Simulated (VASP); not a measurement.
# Ti: a series in biaxial strain in the (0001) plane

Wanted: the elastic response of Ti to biaxial strain in the (0001) plane, with a fit that predicts a row left out.

Method: PBEsol; plane waves and PAW (Ti_sv), in the first sound run; inputs show where later runs differ, in VASP 6.6.1.

This is a report of a sequence of runs, with most program output left out.

## Step 1: Set-up

It takes space group P6_3/mmc (No. 194, hexagonal). The conventional cell has a = 2.950 Å, b = 2.950 Å, c = 4.685 Å, α = 90.00°, β = 90.00°, γ = 120.00°. Nearest to Ti lie 12 Ti at 2.90 to 2.95 Å.

## Step 2: Relax the crystal, PBEsol

The series starts from the cell that this level prefers, so that zero strain is near zero stress.

This step took 2 runs in a row; the last is shown.

Level: PBEsol; plane waves and PAW (Ti_sv).

INCAR

```
SYSTEM = Ti
PREC = Accurate
ENCUT = 450
EDIFF = 1E-07
NELM = 120
ISMEAR = 1
SIGMA = 0.15
LREAL = .FALSE.
ALGO = Normal
GGA = PS
NBANDS = 18
LASPH = .TRUE.
LORBIT = 11
LWAVE = .FALSE.
LCHARG = .FALSE.
KPAR = 8
IBRION = 2
NSW = 40
ISIF = 3
EDIFFG = -0.005
POTIM = 0.4
```

POSCAR

```
Ti
1.0
    2.8961641157      0.0000000000      0.0000000000
   -1.4480820578      2.5081516977      0.0000000000
    0.0000000000      0.0000000000      4.5826995009
Ti
2
Direct
    0.0000000000      0.0000000000      0.0000000000
    0.3333333333      0.6666666667      0.5000000000
```

KPOINTS

```
Automatic mesh
0
Gamma
23 23 13
0 0 0
```

The projector-augmented-wave data sets are Ti_sv (PBE family, release 64).

Run with:

```console
$ mpirun -np 8 vasp_std
```

Elapsed: 31 s, on 8 MPI ranks of Intel Xeon 6975P-C (Granite Rapids), shared host; peak memory 2.1 GiB; 3.2 min of CPU time.

Read from the output:

```
energy(sigma→0) of the program : -16.6747 eV
stress, compression positive   : xx, yy, zz 0.01, 0.01, 0.00 GPa
volume                         : 33.258 Å³
ionic steps                    : 3
```

## Step 3: Strain along the normal, PBEsol

One member in full: the plane is strained by -2 %, and the strain along the normal is moved by secant steps until the normal stress is under 0.012 GPa or five steps are spent; the atoms relax at each step.

This step took 3 runs, each at a new trial strain with the atoms of the one before; the last is shown.

Level: PBEsol; plane waves and PAW (Ti_sv).

Edit INCAR of step 2 so:

```diff
@@ -15,7 +15,7 @@
 LCHARG = .FALSE.
-KPAR = 8
-IBRION = 2
-NSW = 40
-ISIF = 3
-EDIFFG = -0.005
-POTIM = 0.4
+KPAR = 2
+IBRION = 1
+NSW = 25
+ISIF = 2
+EDIFFG = -0.004
+POTIM = 0.3
```

POSCAR

```
Ti
1.0
    2.8374057770      0.0000000000      0.0000000000
   -1.4187028880      2.4572654840      0.0000000000
    0.0000000000      0.0000000000      4.6596986980
Ti
2
Direct
    0.0000000000      0.0000000000      0.0000000000
    0.3333333333      0.6666666667      0.5000000000
```

KPOINTS is that of step 2.

Run with:

```console
$ mpirun -np 2 vasp_std
```

Run time: 46 s. Hardware: 2 MPI ranks; peak memory 0.49 GiB.

Numbers from this step:

| Item | Value |
| --- | --- |
| energy(sigma→0) of the program | -16.6548 eV |
| stress, compression positive | xx, yy, zz 4.26, 4.26, 0.00 GPa |
| ionic steps | 1 |

## Step 4: All members

The other members went through these steps as far as the tables show, with the same cutoff and, step by step, the same mesh; 26 runs are not shown. The session took 0.91 core hours (wall time by ranks) on a shared machine.

| in-plane strain (%) | strain along the normal (%) | in-plane stress, tension positive (GPa) | energy above the unstrained row, extrapolated to no smearing (meV/atom) |
| --- | --- | --- | --- |
| -2.000 | 1.714 | -4.259 | 9.908 |
| -1.500 | 1.260 | -3.183 | 5.783 |
| -1.000 | 0.822 | -2.114 | 2.765 |
| -0.500 | 0.403 | ? | ? |
| 0 | 0.000 | 0.001 | 0.000 |
| 0.500 | -0.400 | 1.024 | 0.238 |
| 1.000 | -0.790 | 2.022 | 1.522 |
| 1.500 | -1.180 | 2.974 | 3.817 |
| 2.000 | -1.568 | 3.907 | 7.087 |

## Step 5: Stress from the known rows

A least-squares parabola through the 8 rows shown, with e the strain in %: stress = − 0.04505 e² + 2.049 e + 0.001586 (GPa), r.m.s. residual 0.013 GPa.

For the withheld row, e = -0.5, the fit gives -1.034 GPa.

## Step 6: Prediction against calculation

The calculation gives -1.049 GPa, so the prediction is 0.015 GPa too high, within twice the residual of the fit.

Slopes at zero strain, from cubics through all rows: strain ratio -0.802, stress over strain 207 GPa. For (0001) the ratio is −2C₁₃/C₃₃.

## Step 7: Results

* error of the predicted stress: 0.015 GPa
* ratio of normal to in-plane strain: -0.802
* biaxial modulus: 207 GPa

As a check, the curvature of the energy gives 207 GPa for the same modulus (energy per volume = M × strain²), 0 % from the slope of the stress. The energy also has a linear term worth 0.28 GPa that the stress column lacks, a mark of the finite basis or of the smearing. These are static values: temperature and zero-point motion are left out. In a metal the slopes also depend on mesh and smearing, which were held through the series.

[Lines on the potential files, build, host, timing and source positions are cut from VASP's logs without a mark.]

[Logs are printed without paths, hosts, clocks, repeated set-up lines and the standing remarks that a program may print on its own settings, such as how far it seeks lower states.]

[Hosts, paths, dates, database ids (printed as entryN), source tags and the programs' standing remarks are cut or masked in the printed files.]

[In band tables of VASP the shares of atoms and orbitals are scaled to a sum of 1 inside the atoms' spheres.]
